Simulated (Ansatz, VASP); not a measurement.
# Cross-check of SnO2 (Cassiterite) between VASP and Ansatz

One calculation is typed for both programs; each brings its own data sets. How far apart do they land? The cell is taken from a series of runs on this material, whose earlier steps may have relaxed, scaled, displaced or heated it; both programs get it as it stands.

Method: plane waves, with VASP 6.6.1 beside it; single point at RPBE, in Ansatz 0.2.0.

**1. The structure**

The structure is tetragonal, space group P4_2/mnm (No. 136). Conventional cell: a = 4.738 Å, b = 4.738 Å, c = 3.187 Å, α = 90.00°, β = 90.00°, γ = 90.00°. Sn has 6 O at 2.05 to 2.06 Å nearest. Nearest to O lie 3 Sn at 2.05 to 2.06 Å. Farther neighbours and most contacts between anions are not listed.

**2. VASP: single point, RPBE**

With cell and atoms fixed, the geometry can't cause a difference; cores, projectors, grids and the points listed under the comparison can.

Lines of VASP's logs that name or quote its potential files are left out, and so is its time.

INCAR

```
SYSTEM = SnO2
PREC = Accurate
ENCUT = 600
EDIFF = 1E-06
NELM = 120
ISMEAR = -1
SIGMA = 0.02
LREAL = .FALSE.
ALGO = Normal
GGA = RP
NBANDS = 32
LORBIT = 11
LWAVE = .FALSE.
LCHARG = .FALSE.
ISIF = 2
LASPH = .TRUE.
GGA_COMPAT = .FALSE.
EFERMI = MIDGAP
KPAR = 2
```

POSCAR

```
SnO2
1.0
    4.7380000000      0.0000000000      0.0000000000
    0.0000000000      4.7380000000      0.0000000000
    0.0000000000      0.0000000000      3.1865000000
Sn O
2 4
Direct
    0.5000000000      0.5000000000      0.5000000000
    0.0000000000      0.0000000000      0.0000000000
    0.8071000000      0.1929000000      0.5000000000
    0.6929000000      0.6929000000      0.0000000000
    0.1929000000      0.8071000000      0.5000000000
    0.3071000000      0.3071000000      0.0000000000
```

KPOINTS

```
Automatic mesh
0
Gamma
6 6 8
0 0 0
```

Potentials, in the order of the species: Sn_d and O (PBE family, release 64).

Command:

```bash
$ mpirun -np 2 vasp_std
```

Numbers of over 12 decimals in the logs are rounded to 6 here.

Log:

```text
[banner, memory and clock lines left out]
running    2 mpi-ranks, on    1 nodes
 distrk:  each k-point on    1 cores,    2 groups
 distr:  one band on    1 cores,    1 groups

 POSCAR found type information on POSCAR SnO
 POSCAR found :  2 types and       6 ions
|                                                                             |
|               ----> ADVICE to this user running VASP <----                  |
|                                                                             |
|     You enforced a specific xc type in the INCAR file but a different       |
|     [... a line on the potential file left out ...]
|     I HOPE YOU KNOW WHAT YOU ARE DOING!                                     |
|                                                                             |

 LDA part: xc-table for (Slater+PW92), standard interpolation
 POSCAR, INCAR and KPOINTS ok, starting setup
 FFT: planning ... GRIDC
 FFT: planning ... GRID_SOFT
 FFT: planning ... GRID
 WAVECAR not read
 entering main loop
       N       E                     dE             d eps       ncg     rms          rms(c)
DAV:   1     0.689030254856E+03    0.68903E+03   -0.28458E+04  3528   0.281E+03
DAV:   2     0.640594049989E+02   -0.62497E+03   -0.59894E+03  3536   0.722E+02
DAV:   3    -0.358038104203E+02   -0.99863E+02   -0.98030E+02  3664   0.231E+02
DAV:   4    -0.407539360854E+02   -0.49501E+01   -0.49308E+01  3848   0.568E+01
DAV:   5    -0.409015548603E+02   -0.14762E+00   -0.14758E+00  4016   0.998E+00    0.162E+01
DAV:   6    -0.345632123586E+02    0.63383E+01   -0.22305E+01  5200   0.692E+01    0.613E+00
DAV:   7    -0.347244090839E+02   -0.16120E+00   -0.21770E+00  3728   0.858E+00    0.336E+00
DAV:   8    -0.347377218266E+02   -0.13313E-01   -0.23764E-01  4424   0.545E+00    0.740E-01
DAV:   9    -0.347306349074E+02    0.70869E-02   -0.62495E-02  5136   0.387E+00    0.143E-01
DAV:  10    -0.347318995059E+02   -0.12646E-02   -0.59073E-03  3800   0.576E-01    0.691E-02
DAV:  11    -0.347321847917E+02   -0.28529E-03   -0.51210E-04  4152   0.160E-01    0.170E-02
DAV:  12    -0.347321862804E+02   -0.14887E-05   -0.21146E-05  4456   0.557E-02    0.774E-03
DAV:  13    -0.347321864759E+02   -0.19548E-06   -0.88081E-06  3920   0.434E-02
   1 F= -.34732186E+02 E0= -.34732186E+02  d E =-.152653E-16
```

OUTCAR, selected parts (step 2):

```text
ion  position               nearest neighbor table
   1  0.500  0.500  0.500-   4 2.05   6 2.05   4 2.05   6 2.05   5 2.06   3 2.06   2 3.71   2 3.71
                             2 3.71   2 3.71   2 3.71   2 3.71   2 3.71   2 3.71
   2  0.000  0.000  0.000-   3 2.05   5 2.05   3 2.05   5 2.05   4 2.06   6 2.06   1 3.71   1 3.71
                             1 3.71   1 3.71   1 3.71   1 3.71   1 3.71   1 3.71
   3  0.807  0.193  0.500-   2 2.05   2 2.05   1 2.06
   4  0.693  0.693  0.000-   1 2.05   1 2.05   2 2.06
   5  0.193  0.807  0.500-   2 2.05   2 2.05   1 2.06
   6  0.307  0.307  0.000-   1 2.05   1 2.05   2 2.06

  LATTYP: Found a simple tetragonal cell.
 ALAT       =     4.7380000000
 C/A-ratio  =     0.6725411566

 Subroutine GETGRP returns: Found 16 space group operations
 (whereof  8 operations were pure point group operations)

The static configuration has the point symmetry D_2h.
 The point group associated with its full space group is D_4h.

 Found     50 irreducible k-points:

   k-points           NKPTS =     50   k-points in BZ     NKDIM =     50   number of bands    NBANDS=     32

   dimension x,y,z NGX =    40 NGY =   40 NGZ =   28
   dimension x,y,z NGXF=    80 NGYF=   80 NGZF=   56

   ENCUT  =  600.0 eV  44.10 Ry    6.64 a.u.   9.46  9.46  6.36*2*pi/ulx,y,z

   NELECT =      52.0000    total number of electrons

 k-points in reciprocal lattice and weights: Automatic mesh
   0.00000000  0.00000000  0.00000000       0.003
   0.16666667  0.00000000  0.00000000       0.014
   0.33333333  0.00000000  0.00000000       0.014
   0.50000000  0.00000000  0.00000000       0.007
   0.16666667  0.16666667  0.00000000       0.014
   0.33333333  0.16666667  0.00000000       0.028
   0.50000000  0.16666667  0.00000000       0.014
   0.33333333  0.33333333  0.00000000       0.014
   0.50000000  0.33333333  0.00000000       0.014
[...]
0.50000000  0.33333333  0.50000000       0.014
   0.50000000  0.50000000  0.50000000       0.003

 average (electrostatic) potential at core
       1 -99.3037       2 -99.3037       3 -67.7791       4 -67.7791       5 -67.7791
       6 -67.7791

 E-fermi :   6.9650

 k-point     1 :       0.0000    0.0000    0.0000
  band No.  band energies     occupation
    ...
     22       5.0659      2.00000
     23       5.0659      2.00000
     24       5.5109      2.00000
     25       5.5109      2.00000
     26       6.2833      2.00000
     27       7.6466      0.00000
     28      12.5531      0.00000
     29      12.7724      0.00000
     30      12.7724      0.00000
     31      17.0226      0.00000
    ...

 k-point     2 :       0.1667    0.0000    0.0000
  band No.  band energies     occupation
    ...
     22       4.9847      2.00000
     23       5.0726      2.00000
     24       5.0878      2.00000
     25       5.5291      2.00000
     26       6.1464      2.00000
     27       8.3232      0.00000
     28      12.3145      0.00000
     29      12.8926      0.00000
     30      13.0232      0.00000
     31      17.2464      0.00000
    ...

 k-point     3 :       0.3333    0.0000    0.0000
  band No.  band energies     occupation
    ...
     22       4.6642      2.00000
     23       5.0895      2.00000
     24       5.1102      2.00000
     25       5.5760      2.00000
     26       5.8472      2.00000
     27       9.5724      0.00000
     28      11.7649      0.00000
     29      13.2349      0.00000
     30      13.3958      0.00000
     31      17.4153      0.00000
    ...

  Total        6.5241588      6.5241588      8.0791568     -0.0000000      0.0000000      0.0000000
  in kB      146.1272023    146.1272023    180.9558323     -0.0000000      0.0000000      0.0000000
  external PRESSURE =     157.7367456 kB  Pullay stress =       0.0000000 kB

  energy-cutoff  :      600.00
  volume of cell :       71.53
      direct lattice vectors                 reciprocal lattice vectors
     4.738000000  0.000000000  0.000000000     0.211059519  0.000000000  0.000000000
     0.000000000  4.738000000  0.000000000     0.000000000  0.211059519  0.000000000
     0.000000000  0.000000000  3.186500000     0.000000000  0.000000000  0.313823945

 POSITION                                       TOTAL-FORCE (eV/Angst)
 -----------------------------------------------------------------------------------
      2.36900      2.36900      1.59325        -0.000000      0.000000     -0.000000
      0.00000      0.00000      0.00000        -0.000000      0.000000     -0.000000
      3.82404      0.91396      1.59325        -0.230125      0.230125      0.000000
      3.28296      3.28296      0.00000         0.230125      0.230125      0.000000
      0.91396      3.82404      1.59325         0.230125     -0.230125     -0.000000
      1.45504      1.45504      0.00000        -0.230125     -0.230125     -0.000000
 -----------------------------------------------------------------------------------
    total drift:                               -0.000000     -0.000000      0.000000

  FREE ENERGIE OF THE ION-ELECTRON SYSTEM (eV)
  ---------------------------------------------------
  free  energy   TOTEN  =       -34.7321864759 eV

  energy  without entropy=      -34.7321864759  energy(sigma->0) =      -34.73218648

 total charge
# of ion       s       p       d       tot
------------------------------------------
    1        0.880   1.097  10.387  12.364
    2        0.880   1.097  10.387  12.364
    3        1.562   3.534   0.000   5.096
    4        1.562   3.534   0.000   5.096
    5        1.562   3.534   0.000   5.096
    6        1.562   3.534   0.000   5.096
--------------------------------------------------
tot          8.007  16.331  20.774  45.112

[... 3 further parts left out ...]
```

The run ends at a pressure of 15.77 GPa, with forces up to 0.33 eV/Å.

**3. Ansatz: single point, RPBE**

Ansatz runs on its default PAW (the set named soft_2) files.

The same cell, functional, mesh and smearing now go to Ansatz, which takes its cutoff from its data sets.

input.yaml

```yaml
crystal:
  lattice:
    - [4.738, 0.0, 0.0]
    - [0.0, 4.738, 0.0]
    - [0.0, 0.0, 3.1865]
  atoms:
    - { symbol: Sn, position: [0.5, 0.5, 0.5] }
    - { symbol: Sn, position: [0.0, 0.0, 0.0] }
    - { symbol: O, position: [0.8071, 0.1929, 0.5] }
    - { symbol: O, position: [0.6929, 0.6929, 0.0] }
    - { symbol: O, position: [0.1929, 0.8071, 0.5] }
    - { symbol: O, position: [0.3071, 0.3071, 0.0] }
kpoints:
  mp_grid: { grid: [6, 6, 8] }
  band_path:
    path:
      - [[0.0, 0.0, 0.0], [0.0, 0.5, 0.0], [0.5, 0.5, 0.0], [0.0, 0.0, 0.0], [0.0, 0.0, 0.5], [0.0, 0.5, 0.5], [0.5, 0.5, 0.5], [0.0, 0.0, 0.5]]
      - [[0.0, 0.5, 0.0], [0.0, 0.5, 0.5]]
      - [[0.5, 0.5, 0.0], [0.5, 0.5, 0.5]]
    npoints: 10
scf:
  occupations: { method: fermi_dirac, width: 0.02 }
  n_extra_bands: 16
hamiltonian:
  xc: rpbe
  pseudopotentials: { kind: paw }
output:
  forces: true
  stress: true
  dos:
    projected: true
    de: 0.05
    e_range: [-30, 12]
    nscf_kmesh: { grid: [10, 10, 14] }
  fatbands: true
```

Command:

```bash
$ ansatz run input.yaml --threads 2 --pin off --max-ram 4096MiB --backend cpu --events-out ev --progress --plain --runs-dir out
```

Log:

```text
scf.n_extra_bands = 16 over 26 filled bands (N_el = 52.0): the run solves 42 bands
Engine: ansatz 0.2.0, x86_64-unknown-linux-gnu
Pseudopotentials: kind: paw
Pseudopotential: Sn, paw, valence charge 14, recommended cutoff 420 eV (normal), Sn.paw.azcp
Pseudopotential: O, paw, valence charge 6, recommended cutoff 420 eV (normal), O.paw.azcp
Functional definition: RPBE
  parameter kappa = 0.804
  parameter beta = 0.066725
  exchange = rpbe_x(kappa = kappa, mu = beta*pi^2/3)
  correlation = pbe_c(beta = beta)
Crystal: 6 atoms, lattice volume = 71.533 Å³
Basis set: ecut = 420 eV, 1411 PW (Γ), exchange–correlation on 64×64×48 points (8 copies of the dense FFT grid, shifted against one another)
Bands: 42, of which v1, the nominal top of the filled ones, is band 26 counted from 1 (25 counted from 0)
Symmetry: 16 space group operations
Space group: P42/mnm (ITA 136), of the structure as read, at distance tolerance 4.2e-5 Å
k-points: 50 of 288
Non-local potential: Sn, projectors of the file, l = 0: 2, l = 1: 2, l = 2: 2, l = 3: 2
Non-local potential: O, projectors of the file, l = 0: 2, l = 1: 2, l = 2: 1
PAW form: soft (Blöchl's): semilocal exchange-correlation on the pseudo side does not see the compensation charge
PAW frozen core: Sn, regenerated for the run's functional, and the local potential with it (the file was generated under x = pbe(κ = 0.804, μ = 0.219515), c = pbe(β = 0.066725))
PAW frozen core: O, regenerated for the run's functional, and the local potential with it (the file was generated under x = pbe(κ = 0.804, μ = 0.219515), c = pbe(β = 0.066725))
PAW one-centre angular grid: Sn, 590 points (default); XC on 64 Gauss nodes
PAW one-centre angular grid: O, 110 points (default); XC on 64 Gauss nodes
Initial density: superposition of atomic densities (neutral atoms: chi_scale 0, normalization atom), corrected by the library's trained network
Initial wavefunctions: pseudopotential atomic-orbital guess
Functional: x = rpbe, c = pbe(β = 0.066725)
SCF iter   1: F=—  HF=-14341.732370 eV  |F-HF|=—  |Δ(HF+E_count)|=         —  Δρ=4.37e-3  dr2=1.01e-2  ethr=1.77e-3  ⟨swp⟩=5.9  Hψ=9365  notcnv=0  defer=190
preconditioner: auto → Resta (q_TF=auto, 2.587 Å⁻¹)  ε∞=2.7  [insulator: Δε(μ)=1.399 eV  Ē_g=24.231 eV  σ=0.020 eV  W_gap=1.00  n_scr=18 (ndim 8)  ℏωp=31.7 eV  f_vac=0.027  D(μ)=0.00/eV (n_scr^D=0)  ε∞_Penn≈2.7]
SCF iter   2: F=—  HF=-14341.731452 eV  |F-HF|=—  |Δ(HF+E_count)|=   9.18e-4  Δρ=1.96e-3  dr2=1.22e-3  ethr=1.94e-5  ⟨swp⟩=2.2  Hψ=3626  notcnv=0  defer=559
SCF iter   3: F=—  HF=-14341.731744 eV  |F-HF|=—  |Δ(HF+E_count)|=   2.92e-4  Δρ=6.36e-4  dr2=2.35e-4  ethr=2.34e-6  ⟨swp⟩=2.8  Hψ=2638  notcnv=0  defer=559
SCF iter   4: F=—  HF=-14341.731812 eV  |F-HF|=—  |Δ(HF+E_count)|=   6.82e-5  Δρ=1.50e-4  dr2=1.16e-5  ethr=4.52e-7  ⟨swp⟩=2.1  Hψ=2122  notcnv=0  defer=559
SCF iter   5: F=—  HF=-14341.731752 eV  |F-HF|=—  |Δ(HF+E_count)|=   5.97e-5  Δρ=4.53e-5  dr2=1.47e-6  ethr=2.24e-8  ⟨swp⟩=2.0  Hψ=2261  notcnv=0  defer=559
SCF iter   6: F=-14341.731756 eV  HF=-14341.731756 eV  |F-HF|=3.10e-8  |Δ(HF+E_count)|=   3.62e-6  Δρ=7.01e-6  dr2=2.44e-8  ethr=1.92e-10  ⟨swp⟩=10.9  Hψ=12723  notcnv=0
SCF 1 converged in 6 iterations: F = -14341.731756 eV  dr2 = 2.44e-8
  greatest PAW one-centre occupation: 0.996 electrons in one spin orbital (limit 2), on the Sn atom at site 0 (counted from 0), in its partial waves of l = 2
NSCF: frozen V_eff on 93 k-points
NSCF: frozen V_eff on 168 k-points
SCF converged after 6 iterations
Free energy (F): -14341.731756 eV
Harris-Foulkes:  -14341.731756 eV  (|F-HF|=3.10e-8)
Internal energy: -14341.731756 eV  (E = F + TS)
E sigma→0 (E₀):  -14341.731756 eV
Fermi energy:    10.356066 eV
--- Per-component energies (eV) ---
  E_band       = -108.018405
  E_kinetic    = 1086.805327
  E_local      = -2859.879919  (includes V_loc(G=0)·N_el)
  E_nonlocal   = 130.177316
  E_hartree    = 1494.433121
  E_xc         = -1057.802747
  E_vxc        = -563.603505  (∫ρ·V_xc dr)
  E_paw        = -8952.591950  (= ΣΔE_a)
  E_vpaw       = -890.388014  (= ΣTr[D̂ρ^β])
  E_aug_tail   = 0.009925  (compensation charges beyond the density's cutoff)
  E_ewald      = -4182.851779
  E_core_change = -0.031050  (= ΣΔE_core)
  E_smearing   = -0.000000  (= −TS)
  E_closure    = 0.000000  (closes the sum)
  Σ components = -14341.731756   (vs F -14341.731756, Δ=0.00e0)
--- Forces (eV/Å), atoms counted from 1 ---
  atom   1  Sn     0.00000000     0.00000000    -0.00000000
  atom   2  Sn     0.00000000    -0.00000000     0.00000000
  atom   3  O     -0.21685603     0.21685603     0.00000000
  atom   4  O      0.21685603     0.21685603    -0.00000000
  atom   5  O      0.21685603    -0.21685603    -0.00000000
  atom   6  O     -0.21685603    -0.21685603     0.00000000
  max |Σ_I F_I| component: 5.55e-17 eV/Å
--- Stress (GPa, compression-positive) ---
       14.294551       0.000000       0.000000
        0.000000      14.294551       0.000000
        0.000000       0.000000      17.481081
  P = ⅓ Tr σ = 15.3567 GPa (153.567 kbar)
--- Band table (eV; the first three rows and the last of 50) ---
  k-point 0: bands = [... 22 lower, 8.4579, 8.9034, 8.9034, 9.6693, 11.0427, 15.9558, 16.1790, 16.1790, ... 12 higher]
  k-point 1: bands = [... 22 lower, 7.8866, 8.9387, 8.9387, 9.5408, 11.9924, 16.2679, 16.8267, 16.8267, ... 12 higher]
  k-point 2: bands = [... 22 lower, 7.1698, 8.8382, 8.8382, 9.1775, 13.6031, 16.7275, 18.2574, 18.2574, ... 12 higher]
  k-point 49: bands = [... 22 lower, 8.7111, 8.7111, 8.8383, 8.8383, 14.7014, 14.7014, 18.7531, 18.7531, ... 12 higher]
```

In the SCF lines HF is the Harris–Foulkes energy and dr2 the Hartree energy of the density residual, in eV; the loop may stop once dr2 is under the threshold and the program's other checks hold. Hψ counts applications of the Hamiltonian.

**4. Comparison**

Known differences besides the potentials themselves: the cutoff is 420 eV in Ansatz and 600 eV in VASP; Ansatz makes its cores anew for this functional, VASP keeps those of its PBE data sets. Total energies have different zeros and are not compared.

The two programs side by side:

```tsv
quantity	Ansatz	VASP	difference
pressure (GPa)	15.36	15.77	-0.42
gap on the k mesh (eV)	1.373	1.363	+0.010
```

Forces (eV/Å; atoms numbered as in POSCAR):

```tsv
atom	Ansatz x, y, z	VASP x, y, z
Sn1	0.000, 0.000, 0.000	0.000, 0.000, 0.000
Sn2	0.000, 0.000, 0.000	0.000, 0.000, 0.000
O3	-0.217, 0.217, 0.000	-0.230, 0.230, 0.000
O4	0.217, 0.217, 0.000	0.230, 0.230, 0.000
O5	0.217, -0.217, 0.000	0.230, -0.230, 0.000
O6	-0.217, -0.217, 0.000	-0.230, -0.230, 0.000
```

The forces differ by 8.8 meV/Å r.m.s., which is 5.8 % of the r.m.s. force of 0.153 eV/Å (both taken over all components). A gap on the mesh is an upper bound, since the band edges may lie between its points.

**5. Outcome**

| Property | Result |
| --- | --- |
| r.m.s. force difference (single point, RPBE) | 8.8 meV/Å |

The r.m.s. force difference is 8.8 meV/Å (single point, RPBE), within the 12 meV/Å picked in this series as the mark of a large difference. How closely two codes agree says nothing of how well the functional describes the real material.

[Lines on the potential files, build, host, timing and source positions are cut from VASP's logs without a mark.]

[Logs are printed without paths, hosts, clocks, repeated set-up lines and the standing remarks that a program may print on its own settings, such as how far it seeks lower states.]

[Hosts, paths, dates, database ids (printed as entryN), source tags and the programs' standing remarks are cut or masked in the printed files.]
